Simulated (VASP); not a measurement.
Computed with PBE GGA, VASP's PBE PAW potentials (set 64) (plane waves; VASP).

VASP input:

### KPOINTS
```
kpoints
0
gamma
10 10 6
```

POSCAR:
```
W2N
1
    2.9472350000     0.0000000000     0.0000000000
   -1.4736170000     2.5523800000     0.0000000000
    0.0000000000     0.0000000000     4.7545010000
N W
1 2
Direct
  0.0000000000   0.0000000000   0.0000000000
  0.3333330000   0.6666670000   0.2520000000
  0.6666670000   0.3333330000   0.7480000000
```

INCAR:
```
SYSTEM = W2N
PREC = Accurate
ENCUT = 400
EDIFF = 1E-6
NELM = 100
ALGO = Normal
LREAL = .FALSE.
LASPH = .TRUE.
ISMEAR = 0
SIGMA = 0.1
GGA = PE
LMAXMIX = 6
LWAVE = .FALSE.
LCHARG = .FALSE.
ISIF = 2
```

POTCAR, in this order: N W_sv (PBE.64 set). Program: vasp_std.

The run wrote:

**OSZICAR**
```
       N       E                     dE             d eps       ncg     rms          rms(c)
DAV:   1     0.313849402994E+03    0.31385E+03   -0.17136E+04  2904   0.160E+03
DAV:   2    -0.209941401968E+02   -0.33484E+03   -0.32641E+03  3136   0.496E+02
DAV:   3    -0.362568312431E+02   -0.15263E+02   -0.14653E+02  3504   0.994E+01
DAV:   4    -0.367066997562E+02   -0.44987E+00   -0.42372E+00  3576   0.142E+01
DAV:   5    -0.367180504757E+02   -0.11351E-01   -0.11319E-01  3516   0.180E+00    0.395E+01
DAV:   6    -0.338620084118E+02    0.28560E+01   -0.18037E+01  3572   0.298E+01    0.162E+01
DAV:   7    -0.335738077256E+02    0.28820E+00   -0.22090E+00  3196   0.107E+01    0.726E+00
DAV:   8    -0.335236421952E+02    0.50166E-01   -0.24270E-01  3512   0.451E+00    0.691E-01
DAV:   9    -0.335203571296E+02    0.32851E-02   -0.34279E-02  3504   0.157E+00    0.226E-01
DAV:  10    -0.335199237047E+02    0.43342E-03   -0.69986E-03  3852   0.696E-01    0.947E-02
DAV:  11    -0.335198390920E+02    0.84613E-04   -0.13796E-03  3416   0.225E-01    0.487E-02
DAV:  12    -0.335198166083E+02    0.22484E-04   -0.15479E-04  3320   0.802E-02    0.825E-03
DAV:  13    -0.335198167122E+02   -0.10397E-06   -0.66065E-06  2716   0.208E-02
   1 F= -.33519817E+02 E0= -.33514271E+02  d E =-.110913E-01
```

**OUTCAR**
```
------------------------ aborting loop because EDIFF is reached ----------------------------------------
  FORCE on cell =-STRESS in cart. coord.  units (eV):
  Direction    XX          YY          ZZ          XY          YZ          ZX
  --------------------------------------------------------------------------------------
  Total        4.3669567      4.3669554      3.6772717      0.0000009      0.0000000      0.0000000
  in kB      195.6250343    195.6249759    164.7294540      0.0000383      0.0000000      0.0000000
  external PRESSURE =     185.3264881 kB  Pullay stress =       0.0000000 kB
  volume of cell :       35.77
      direct lattice vectors                 reciprocal lattice vectors
     2.947235000  0.000000000  0.000000000     0.339301074  0.195895529  0.000000000
    -1.473617000  2.552380000  0.000000000     0.000000000  0.391791191  0.000000000
     0.000000000  0.000000000  4.754501000     0.000000000  0.000000000  0.210327014
 POSITION                                       TOTAL-FORCE (eV/Angst)
 -----------------------------------------------------------------------------------
      0.00000      0.00000      0.00000        -0.000000      0.000000     -0.000000
     -0.00000      1.70159      1.19813         0.000000     -0.000000      2.222203
      1.47362      0.85079      3.55637        -0.000000      0.000000     -2.222203
 -----------------------------------------------------------------------------------
    total drift:                               -0.000000      0.000000      0.000000
  FREE ENERGIE OF THE ION-ELECTRON SYSTEM (eV)
  ---------------------------------------------------
  free  energy   TOTEN  =       -33.5198167122 eV

  energy  without entropy=      -33.5087254084  energy(sigma->0) =      -33.51427106
```
(Selected blocks of OUTCAR.)

At this cut-off the stress carries a Pulay error, which pulls relaxed volumes low.

The structure was generated: W2N was put into an ordered model structure, which need not be its known phase. The cell was not relaxed at this level. The electron count is odd and the run is not spin-polarised, which forces a metal. VASP warned that the highest band is occupied, so more bands are needed.
